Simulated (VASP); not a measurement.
Method: PW91 GGA, VASP's PBE PAW potentials (set 64) (plane waves; VASP 6.6.1).

VASP ran on this input.

POSCAR:
```
Ni
1
    0.0000000000     1.7762737321     1.7762737321
    1.7762737321     0.0000000000     1.7762737321
    1.7762737321     1.7762737321     0.0000000000
Ni
1
Direct
  0.0000000000   0.0000000000   0.0000000000
```

### INCAR
```
! general
SYSTEM   =  Ni
PREC     =  Accurate
ENCUT    =  520   ! plane-wave cut-off (eV)
LREAL    =  F
LASPH    =  T   ! aspherical one-centre terms

! electronic loop
EDIFF    =  1E-7
NELM     =  100
ALGO     =  Normal   ! blocked Davidson
LMAXMIX  =  4   ! l cut-off of mixed one-centre charges

! smearing
ISMEAR   =  1   ! Methfessel-Paxton
SIGMA    =  0.1   ! width (eV)

! functional
GGA      =  91

! spin
ISPIN    =  2
MAGMOM   =  0.6

! ions
ISIF     =  2

! output
LWAVE    =  F
LCHARG   =  F
LORBIT   =  10
```

**KPOINTS**
```
Automatic mesh
0
Gamma
18 18 18
0 0 0
```

POTCAR, in this order: Ni (PBE.64 set). Program: vasp_std.

Q: What does the run give for the energy per atom (σ→0), cell moment, pressure, band gap (on the k-mesh)?

A: 
```yaml
energy per atom (σ→0): -5.461 eV/atom
cell_moment: 0.61 μB
band gap (on the k-mesh): none (metal, semimetal or under 0.01 eV)
pressure: -52.8 kbar
```

**OSZICAR**
```
...
DAV:   8    -0.546339507189E+01    0.14386E-01   -0.19946E-02 10084   0.163E+00    0.877E-01
DAV:   9    -0.546111810031E+01    0.22770E-02   -0.17398E-03 10319   0.415E-01    0.241E-01
DAV:  10    -0.546056877055E+01    0.54933E-03   -0.71986E-04  9599   0.226E-01    0.351E-02
DAV:  11    -0.546057141811E+01   -0.26476E-05   -0.16704E-05  9013   0.469E-02    0.343E-02
DAV:  12    -0.546057249265E+01   -0.10745E-05   -0.96580E-07  8686   0.121E-02    0.858E-03
DAV:  13    -0.546057268427E+01   -0.19162E-06   -0.29359E-07  7202   0.612E-03    0.234E-03
DAV:  14    -0.546057264863E+01    0.35642E-07   -0.82483E-09  3652   0.131E-03
   1 F= -.54605726E+01 E0= -.54606461E+01  d E =0.220471E-03  mag=     0.6126
```

The compound is Ni in the fcc structure. This cell is one point of a volume scan, at 1.03 of the reference volume.
